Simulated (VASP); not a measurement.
Write the native input for VASP 6.6.1 that does the following.

- Task: single point
- Functional: PBEsol
- Potentials or basis: VASP PAW PBE potentials, release 64 (Rh_pv)
- Cutoff: 520 eV
- k mesh: 11 × 11 × 1
- Occupations: fermi-dirac, width 0.05 eV
- Spin: no spin polarisation
- Hubbard terms: Rh d U = 5 eV
- Dipole correction: yes
- Further INCAR settings: ALGO = Normal; EDIFF = 1e-06

The structure of Rh lies in POSCAR:

```
Rh
1.0
    2.4265300000      0.1231000000      0.0000000000
   -0.2893500000      2.4123600000      0.0000000000
    0.0000000000      0.0000000000     23.8000000000
Rh
1
Direct
    0.5000000000      0.5000000000      0.2941200000
```

The cell was built by a generator and needn't be a form met in nature.

These files were run (other wordings do the same):

INCAR

```
ALGO = Normal ; DIPOL = 0.5 0.5 0.294
EDIFF = 1E-6 ; ENCUT = 520
GGA = PS ; IDIPOL = 3
ISIF = 2 ; ISMEAR = -1
LASPH = True ; LCHARG = True
LDAU = True ; LDAUJ = 0
LDAUL = 2 ; LDAUPRINT = 1
LDAUTYPE = 2 ; LDAUU = 5
LDIPOL = True ; LELF = True
LMAXMIX = 4 ; LREAL = False
LVACPOTAV = True ; LVHAR = True
LWAVE = False ; NELM = 60
PREC = Accurate ; SIGMA = 0.05
```

KPOINTS

```
k-points
0
Gamma
  11 11 1
```

Potentials or basis: VASP PAW PBE potentials, release 64 (Rh_pv).

Run with:

```bash
$ cat potpaw_PBE.64/Rh_pv/POTCAR > POTCAR
$ mpirun -np 1 vasp_std > vasp.out
```

Results of the run:

```yaml
Band_gap_on_the_k_mesh: none (metal or under the smearing width)
Work_function_of_the_upper_face: 5.80 eV
Work_function_of_the_lower_face: 5.80 eV
```

Caveat: U without spin polarisation on a metal has little footing; the U is typed as a test and isn't derived for this compound.

Run time: 43 s on 1 thread of Intel(R) Xeon(R) Platinum 8488C (Sapphire Rapids), on a shared host, peak memory 0.25 GiB.
